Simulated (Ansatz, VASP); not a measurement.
## ZrSnSeS3 in two plane-wave programs

One calculation is typed for both programs; each brings its own data sets. How far apart do they land? The structure shown is the start of the Ansatz relaxation below; VASP solves that cell, so the two are compared at the walk's first step.

Method: plane waves, with VASP 6.6.1 beside it; single point at LDA, in Ansatz 0.2.0.

### 1. Set-up

The cell holds 6 atoms: 1 Sn, 3 S, 1 Zr and 1 Se. Its edges and angles: a = 3.717 Å, b = 3.717 Å, c = 45.100 Å, α = 90.0°, β = 90.0°, γ = 120.0°. Vacuum lies along c.

### 2. Ansatz: relaxation, LDA

Ansatz runs on its PAW soft_1 files.

The two programs are compared at the cell with which this relaxation starts, whose forces are those of its first step.

File input.yaml:

```yaml
crystal:
  lattice:
    - [3.7175, 0.0, 0.0]
    - [-1.85875, 3.2194494386, 0.0]
    - [0.0, 0.0, 45.1]
  atoms:
    - { symbol: Sn, position: [0.0, 0.0, 0.4329268293] }
    - { symbol: S, position: [0.3333333333, 0.6666666667, 0.4650776053] }
    - { symbol: S, position: [0.6666666667, 0.3333333333, 0.4007760532] }
    - { symbol: Zr, position: [0.0, 0.0, 0.5659645232] }
    - { symbol: S, position: [0.6666666667, 0.3333333333, 0.5992239468] }
    - { symbol: Se, position: [0.3333333333, 0.6666666667, 0.5327050997] }
  periodic: [true, true, false]
kpoints:
  mp_grid: { grid: [6, 6, 1] }
hamiltonian:
  xc: lda
  pseudopotentials: { kind: paw, azcp: { folder: soft_1 }, xc_functional: pbe }
scf:
  occupations: { method: fermi_dirac, width: 0.02 }
relax:
  f_tol: 0.01
  max_steps: 100
  cell: {}
output:
  write_density: true
  write_potential: true
  elf: true
  volumetric_format: npy
```

Command:

```bash
> ansatz run input.yaml --threads 8 --pin off --max-ram 17510MiB --backend cpu --events-out ev --progress --plain --runs-dir out
```

Numbers of over 12 decimals in the logs are rounded to 6 here.

What it wrote:

```text
Engine: ansatz 0.2.0, aarch64-unknown-linux-gnu
Pseudopotentials: kind: paw
Pseudopotential: Sn, paw, valence charge 14, recommended cutoff 420 eV (normal), soft_1/Sn.paw.azcp
Pseudopotential: S, paw, valence charge 6, recommended cutoff 420 eV (normal), soft_1/S.paw.azcp
Pseudopotential: Zr, paw, valence charge 12, recommended cutoff 420 eV (normal), soft_1/Zr.paw.azcp
Pseudopotential: Se, paw, valence charge 16, recommended cutoff 420 eV (normal), soft_1/Se.paw.azcp
Functional definition: SPW92
  exchange = slater_x
  correlation = pw_c
Crystal: 6 atoms, lattice volume = 539.770 Å³
Basis set: ecut = 420 eV, 10591 PW (Γ)
Bands: 36, of which v1, the nominal top of the filled ones, is band 30 counted from 1 (29 counted from 0)
Symmetry: 6 space group operations
Space group: P3m1 (ITA 156), of the structure as read, at distance tolerance 8.1e-5 Å
k-points: 7 of 36 (time reversal used)
Non-local potential: Sn, projectors of the file, l = 0: 2, l = 1: 2, l = 2: 2, l = 3: 1
Non-local potential: S, projectors of the file, l = 0: 2, l = 1: 2, l = 2: 1
Non-local potential: Zr, projectors of the file, l = 0: 3, l = 1: 2, l = 2: 2, l = 3: 1
Non-local potential: Se, projectors of the file, l = 0: 2, l = 1: 2, l = 2: 3, l = 3: 1
PAW form: soft (Blöchl's): semilocal exchange-correlation on the pseudo side does not see the compensation charge
PAW frozen core: Sn, regenerated for the run's functional, and the local potential with it (the file was generated under x = pbe(κ = 0.804, μ = 0.219515), c = pbe(β = 0.066725))
PAW frozen core: S, regenerated for the run's functional, and the local potential with it (the file was generated under x = pbe(κ = 0.804, μ = 0.219515), c = pbe(β = 0.066725))
PAW frozen core: Zr, regenerated for the run's functional, and the local potential with it (the file was generated under x = pbe(κ = 0.804, μ = 0.219515), c = pbe(β = 0.066725))
PAW frozen core: Se, regenerated for the run's functional, and the local potential with it (the file was generated under x = pbe(κ = 0.804, μ = 0.219515), c = pbe(β = 0.066725))
PAW one-centre angular grid: Sn, 590 points (default); XC on 64 Gauss nodes
PAW one-centre angular grid: S, 110 points (default); XC on 64 Gauss nodes
PAW one-centre angular grid: Zr, 590 points (default); XC on 64 Gauss nodes
PAW one-centre angular grid: Se, 590 points (default); XC on 64 Gauss nodes
Initial density: superposition of atomic densities (neutral atoms: chi_scale 0, normalization atom)
Initial wavefunctions: pseudopotential atomic-orbital guess
Functional: x = slater, c = lda
SCF iter   1: F=—  HF=-17955.327307 eV  |F-HF|=—  |Δ(HF+E_count)|=         —  Δρ=2.06e-2  dr2=4.12e0  ethr=3.10e-3  ⟨swp⟩=17.6  Hψ=1738  notcnv=0
preconditioner: auto → Resta (q_TF=auto, 1.892 Å⁻¹)  ε∞=1.8  [insulator: Δε(μ)=1.344 eV  Ē_g=11.685 eV  σ=0.020 eV  W_gap=1.00  n_scr=26 (ndim 8)  ℏωp=10.4 eV  f_vac=0.719  D(μ)=0.00/eV (n_scr^D=0)  ε∞_Penn≈1.8  vacuum switching on, ρ_ref=9.9e-3 e/Å³]
SCF iter   2: F=—  HF=-17954.459316 eV  |F-HF|=—  |Δ(HF+E_count)|=   8.68e-1  Δρ=1.04e-2  dr2=6.68e0  ethr=3.10e-3  ⟨swp⟩=5.1  Hψ=720  notcnv=0  defer=9
preconditioner: auto → LDOS  [insulator: Δε(μ)=0.150 eV  Ē_g=8.069 eV  σ=0.020 eV  W_gap=0.83  n_scr=26 (ndim 8)  ℏωp=9.0 eV  f_vac=0.720  D(μ)=2.40/eV (n_scr^D=12)  ε∞_Penn≈2.3  β→1.0]
SCF iter   3: F=—  HF=-17954.068208 eV  |F-HF|=—  |Δ(HF+E_count)|=   3.91e-1  Δρ=4.13e-3  dr2=1.27e-1  ethr=3.10e-3  ⟨swp⟩=3.4  Hψ=363  notcnv=0  defer=10
SCF iter   4: F=—  HF=-17954.075768 eV  |F-HF|=—  |Δ(HF+E_count)|=   7.56e-3  Δρ=1.99e-3  dr2=1.16e-1  ethr=2.12e-4  ⟨swp⟩=4.9  Hψ=671  notcnv=0  defer=10
SCF iter   5: F=—  HF=-17954.063750 eV  |F-HF|=—  |Δ(HF+E_count)|=   1.20e-2  Δρ=7.60e-4  dr2=2.41e-2  ethr=1.93e-4  ⟨swp⟩=3.9  Hψ=393  notcnv=0  defer=10
SCF iter   6: F=—  HF=-17954.060691 eV  |F-HF|=—  |Δ(HF+E_count)|=   3.06e-3  Δρ=2.68e-4  dr2=1.35e-3  ethr=4.01e-5  ⟨swp⟩=3.0  Hψ=469  notcnv=0  defer=10
SCF iter   7: F=—  HF=-17954.060515 eV  |F-HF|=—  |Δ(HF+E_count)|=   1.75e-4  Δρ=8.23e-5  dr2=4.95e-4  ethr=2.25e-6  ⟨swp⟩=3.3  Hψ=464  notcnv=0  defer=10
SCF iter   8: F=—  HF=-17954.060483 eV  |F-HF|=—  |Δ(HF+E_count)|=   3.20e-5  Δρ=4.99e-5  dr2=1.91e-4  ethr=8.25e-7  ⟨swp⟩=1.9  Hψ=303  notcnv=0  defer=10
SCF iter   9: F=—  HF=-17954.060467 eV  |F-HF|=—  |Δ(HF+E_count)|=   1.57e-5  Δρ=2.28e-5  dr2=4.84e-5  ethr=3.18e-7  ⟨swp⟩=2.1  Hψ=322  notcnv=0  defer=10
SCF iter  10: F=—  HF=-17954.060532 eV  |F-HF|=—  |Δ(HF+E_count)|=   6.48e-5  Δρ=1.01e-5  dr2=5.36e-6  ethr=8.06e-8  ⟨swp⟩=2.9  Hψ=360  notcnv=0  defer=10
SCF iter  11: F=—  HF=-17954.060532 eV  |F-HF|=—  |Δ(HF+E_count)|=   2.85e-7  Δρ=5.07e-6  dr2=1.09e-7  ethr=8.93e-9  ⟨swp⟩=3.3  Hψ=412  notcnv=0  defer=10
[...]
eigensolver tolerance schedule: the retry pair's looser diagonalisation over-reported the residual by 1349.58 of it (diagonalisation noise at 3.13 of the residual, at the tolerance the schedule requests for it); recorded, not acted on — ethr = c·dr2/N_el stays at c = 1.0e-1
preconditioner: auto → Resta (q_TF=auto, 1.905 Å⁻¹)  ε∞=2.3  [insulator: Δε(μ)=0.309 eV  Ē_g=8.172 eV  σ=0.020 eV  W_gap=1.00  n_scr=26 (ndim 8)  ℏωp=9.2 eV  f_vac=0.711  D(μ)=0.01/eV (n_scr^D=0)  ε∞_Penn≈2.3  vacuum switching on, ρ_ref=4.8e-3 e/Å³]
SCF iter   2: F=—  HF=-17954.294028 eV  |F-HF|=—  |Δ(HF+E_count)|=   7.74e-5  Δρ=1.21e-5  dr2=5.90e-7  ethr=1.29e-9  ⟨swp⟩=5.3  Hψ=859  notcnv=0
SCF iter   3: F=—  HF=-17954.294028 eV  |F-HF|=—  |Δ(HF+E_count)|=   5.22e-8  Δρ=6.83e-6  dr2=1.00e-7  ethr=9.83e-10  ⟨swp⟩=2.7  Hψ=338  notcnv=0
SCF iter   4: F=—  HF=-17954.294028 eV  |F-HF|=—  |Δ(HF+E_count)|=   3.54e-8  Δρ=3.00e-6  dr2=1.68e-7  ethr=1.67e-10  ⟨swp⟩=3.7  Hψ=551  notcnv=0
SCF iter   5: F=—  HF=-17954.294028 eV  |F-HF|=—  |Δ(HF+E_count)|=   1.05e-8  Δρ=1.27e-6  dr2=1.32e-8  ethr=1.67e-10  ⟨swp⟩=2.7  Hψ=305  notcnv=0
SCF iter   6: F=—  HF=-17954.294028 eV  |F-HF|=—  |Δ(HF+E_count)|=   1.40e-9  Δρ=6.50e-7  dr2=3.10e-9  ethr=2.20e-11  ⟨swp⟩=3.0  Hψ=428  notcnv=0
SCF iter   7: F=—  HF=-17954.294028 eV  |F-HF|=—  |Δ(HF+E_count)|=  3.38e-10  Δρ=1.37e-7  dr2=4.18e-10  ethr=5.16e-12  ⟨swp⟩=3.0  Hψ=441  notcnv=0
SCF iter   8: F=—  HF=-17954.294028 eV  |F-HF|=—  |Δ(HF+E_count)|=  3.27e-11  Δρ=6.86e-8  dr2=1.25e-10  ethr=1.00e-12  ⟨swp⟩=3.1  Hψ=434  notcnv=0
SCF iter   9: F=—  HF=-17954.294028 eV  |F-HF|=—  |Δ(HF+E_count)|=  4.00e-11  Δρ=3.28e-8  dr2=2.57e-11  ethr=1.00e-12  ⟨swp⟩=1.6  Hψ=270  notcnv=0
SCF iter  10: F=-17954.294028 eV  HF=-17954.294028 eV  |F-HF|=1.64e-10  |Δ(HF+E_count)|=  3.64e-11  Δρ=1.16e-8  dr2=2.15e-12  ethr=1.00e-12  ⟨swp⟩=11.4  Hψ=1675  notcnv=0
SCF 7 converged in 10 iterations: F = -17954.294028 eV  dr2 = 2.15e-12
relax step   7: F+E_penalty+E_count = -17954.29402810 eV  Δ(F+E_penalty+E_count) = +7.434e-4 eV  max|allowed force component| = 5.533e-3 eV/Å  Δτ_max = 0.0000 Å  P = -0.020 N/m  Ω = 518.133 Å³  fix = [c, alpha, beta]  reactions: c -0.000 N/m  stress off target by 1.96e-2 N/m on what of the cell is left free  SCF on the basis re-selected at this cell (its energy is not comparable with the rows above)  (10 SCF iters)
basis re-selected at this cell: Δ(F+E_penalty+E_count) = +7.434e-4 eV, ΔP = -0.004 N/m vs the last step (what re-selecting the basis moved, of the pressure what is left beyond the Pulay correction that the steps carried, after the strain that the cell walked since its last selection, with what the two solves' SCF thresholds leave and, on support functions, any second-order correction that the steps lacked; it is no m [...]
WARN: The output density's exchange-correlation potential varies sharply where the density is thin. Do not read a vacuum level from v_tot or v_xc, or from such a field of the output density. On a cell that repeats whose density bears no net charge and no dipole along the vacuum's axis use v_es (v_loc + v_h of the components); under efield.dipole_correction with no amplitude use v_es + v_field, which holds any externa [...]
SCF converged after 10 iterations
Free energy (F): -17954.294028 eV
Harris-Foulkes:  -17954.294028 eV  (|F-HF|=1.64e-10)
Internal energy: -17954.294007 eV  (E = F + TS)
E sigma→0 (E₀):  -17954.294018 eV
Entropy (-TS):   -0.000021 eV (-0.003 meV/atom)
Fermi energy:    -5.681868 eV
--- Per-component energies (eV) ---
  E_band       = -1473.486559
  E_kinetic    = 917.078516
  E_local      = -219680.952288  (includes V_loc(G=0)·N_el)
  E_nonlocal   = -16.507351
  E_hartree    = 109280.567121
  E_xc         = -628.194691
  E_vxc        = -603.508049  (∫ρ·V_xc dr)
  E_paw        = -10862.678913  (= ΣΔE_a)
  E_vpaw       = -650.731952  (= ΣTr[D̂ρ^β])
  E_aug_tail   = -0.000127  (compensation charges beyond the density's cutoff)
  E_ewald      = 103032.921482
  E_core_change = 3.472244  (= ΣΔE_core)
  E_smearing   = -0.000021  (= −TS)
  E_closure    = -0.000000  (closes the sum)
  Σ components = -17954.294028   (vs F -17954.294028, Δ=0.00e0)
--- Forces (eV/Å), atoms counted from 1 ---
  atom   1  Sn     0.00000000     0.00000000     0.00017201
  atom   2  S      0.00000000     0.00000000    -0.00412505
  atom   3  S      0.00000000    -0.00000000     0.00559088
  atom   4  Zr     0.00000000     0.00000000    -0.00291822
  atom   5  S      0.00000000     0.00000000    -0.00019495
  atom   6  Se     0.00000000    -0.00000000     0.00182228
  max |Σ_I F_I| component: 3.47e-4 eV/Å
--- 2D stress c σ (N/m, compression-positive) ---
       -0.019647      -0.000000      -0.000000
       -0.000000      -0.019647      -0.000000
       -0.000000      -0.000000      -0.000000
  P = ½ c Tr σ = -0.0196 N/m
--- Band table (eV; the first three rows and the last of 7) ---
  k-point 0: bands = [... 26 lower, -7.0646, -6.9991, -5.8324, -5.8324, -4.6982, -4.6982, -4.5727, -3.8643, ... 2 higher]
  k-point 1: bands = [... 26 lower, -7.5106, -6.9722, -6.5706, -6.5325, -4.7276, -4.0246, -3.8611, -3.4567, ... 2 higher]
  k-point 2: bands = [... 26 lower, -7.6074, -7.1345, -6.9539, -6.9191, -5.1984, -4.9583, -3.1577, -2.9517, ... 2 higher]
  k-point 6: bands = [... 26 lower, -8.2299, -7.9511, -7.6240, -7.4059, -4.3074, -3.8731, -3.3531, -3.1464, ... 2 higher]
  the weakly bound empty levels are not read free of the cell's end (no_gap_told)
--- Relaxed structure (6 steps of the walk, 6 accepted, 1 SCFs on fresh bases) ---
  F+E_penalty+E_count = -17954.29402810 eV   max|allowed force component| = 5.533e-3 eV/Å   (the final SCF, on the basis selected at the relaxed cell)
  cell:  # Å, volume = 518.1327 Å³
    - [3.642226, 0.0, 0]
    - [-1.821113, 3.154260, 0]
    - [0, 0, 45.1]
  atoms:
    - { symbol: Sn, position: [-9.244161684480241e-18, 0, 0.426983] }
    - { symbol: S, position: [0.333333, 0.666667, 0.459423] }
    - { symbol: S, position: [0.666667, 0.333333, 0.394635] }
    - { symbol: Zr, position: [1.1910953213272403e-17, 0, 0.573623] }
    - { symbol: S, position: [0.666667, 0.333333, 0.604460] }
    - { symbol: Se, position: [0.333333, 0.666667, 0.537550] }
```

### 3. VASP: single point, LDA, start cell

The same cell, functional (in two slightly different forms), mesh and smearing now go to VASP, with its own data sets.

Lines of VASP's logs that name or quote its potential files are left out, and so is its time.

File INCAR:

```
SYSTEM = ZrSnSeS3
PREC = Accurate
ENCUT = 400
EDIFF = 1E-06
NELM = 120
ISMEAR = -1
SIGMA = 0.02
LREAL = .FALSE.
ALGO = Normal
GGA = CA
NBANDS = 31
LASPH = .TRUE.
LORBIT = 11
LWAVE = .FALSE.
LCHARG = .FALSE.
ISIF = 2
LDIPOL = .TRUE.
IDIPOL = 3
DIPOL = 0.5 0.5 0.499
LVHAR = .TRUE.
GGA_COMPAT = .FALSE.
EFERMI = MIDGAP
NELMDL = -8
KPAR = 2
```

File POSCAR:

```
ZrSnSeS3
1.0
    3.7175000000      0.0000000000      0.0000000000
   -1.8587500000      3.2194490000      0.0000000000
    0.0000000000      0.0000000000     45.1000000000
Sn S Zr Se
1 3 1 1
Direct
    0.0000000000      0.0000000000      0.4329268293
    0.3333334369      0.6666668737      0.4650776053
    0.6666667184      0.3333334369      0.4007760532
    0.6666667184      0.3333334369      0.5992239468
    0.0000000000      0.0000000000      0.5659645233
    0.3333334369      0.6666668737      0.5327050998
```

File KPOINTS:

```
Automatic mesh
0
Gamma
6 6 1
0 0 0
```

The projector-augmented-wave data sets are Sn_d, S, Zr_sv and Se (LDA family, release 64).

Command:

```bash
> mpirun -np 2 vasp_std
```

What it wrote:

```text
[banner, memory and clock lines left out]
running    2 mpi-ranks, on    1 nodes
 distrk:  each k-point on    1 cores,    2 groups
 distr:  one band on    1 cores,    1 groups

 POSCAR found type information on POSCAR SnS ZrSe
 POSCAR found :  4 types and       6 ions
 LDA part: xc-table for (Slater(with rela. corr.)+CA(PZ))
 , standard interpolation
 POSCAR, INCAR and KPOINTS ok, starting setup
 FFT: planning ... GRIDC
 FFT: planning ... GRID_SOFT
 FFT: planning ... GRID
 WAVECAR not read
 entering main loop
       N       E                     dE             d eps       ncg     rms          rms(c)
DAV:   1     0.445092763399E+03    0.44509E+03   -0.18062E+04   498   0.104E+03
DAV:   2     0.213032660215E+02   -0.42379E+03   -0.41673E+03   614   0.279E+02
DAV:   3    -0.355901078739E+02   -0.56893E+02   -0.56585E+02   591   0.121E+02
DAV:   4    -0.393706235373E+02   -0.37805E+01   -0.37708E+01   741   0.279E+01
DAV:   5    -0.395470252112E+02   -0.17640E+00   -0.17636E+00   629   0.389E+00
DAV:   6    -0.395512884416E+02   -0.42632E-02   -0.42631E-02   693   0.780E-01
DAV:   7    -0.395513990146E+02   -0.11057E-03   -0.11057E-03   660   0.119E-01
DAV:   8    -0.395514056229E+02   -0.66083E-05   -0.66082E-05   741   0.212E-02    0.172E+01
DAV:   9    -0.372512743747E+02    0.23001E+01   -0.66756E+00   477   0.150E+01    0.881E+00
DAV:  10    -0.371186176420E+02    0.13266E+00   -0.10795E+00   614   0.504E+00    0.309E+00
DAV:  11    -0.371150750890E+02    0.35426E-02   -0.14803E-01   581   0.194E+00    0.917E-01
DAV:  12    -0.371123786663E+02    0.26964E-02   -0.17849E-02   588   0.757E-01    0.379E-01
DAV:  13    -0.371121550057E+02    0.22366E-03   -0.35193E-03   560   0.324E-01    0.140E-01
DAV:  14    -0.371121954083E+02   -0.40403E-04   -0.76331E-04   540   0.135E-01    0.512E-02
[...]
DAV:  21    -0.371126923191E+02   -0.39907E-04   -0.18303E-06   429   0.435E-03    0.205E-03
DAV:  22    -0.371127187984E+02   -0.26479E-04   -0.68065E-07   351   0.251E-03    0.113E-03
DAV:  23    -0.371127396444E+02   -0.20846E-04   -0.49331E-07   358   0.222E-03    0.701E-04
DAV:  24    -0.371127513819E+02   -0.11738E-04   -0.36357E-07   337   0.150E-03    0.566E-04
DAV:  25    -0.371127582528E+02   -0.68709E-05   -0.15119E-07   337   0.129E-03    0.280E-04
DAV:  26    -0.371127613943E+02   -0.31415E-05   -0.70461E-08   294   0.790E-04    0.181E-04
DAV:  27    -0.371127633041E+02   -0.19098E-05   -0.52259E-08   315   0.824E-04    0.275E-04
DAV:  28    -0.371127637259E+02   -0.42182E-06   -0.11696E-08   287   0.455E-04
   1 F= -.37112764E+02 E0= -.37112709E+02  d E =-.108851E-03
```

[end of part 1 of 2]

[Lines on the potential files, build, host, timing and source positions are cut from VASP's logs without a mark.]

[Logs are printed without paths, hosts, clocks, repeated set-up lines and the standing remarks that a program may print on its own settings, such as how far it seeks lower states.]

[Hosts, paths, dates, database ids (printed as entryN), source tags and the programs' standing remarks are cut or masked in the printed files.]
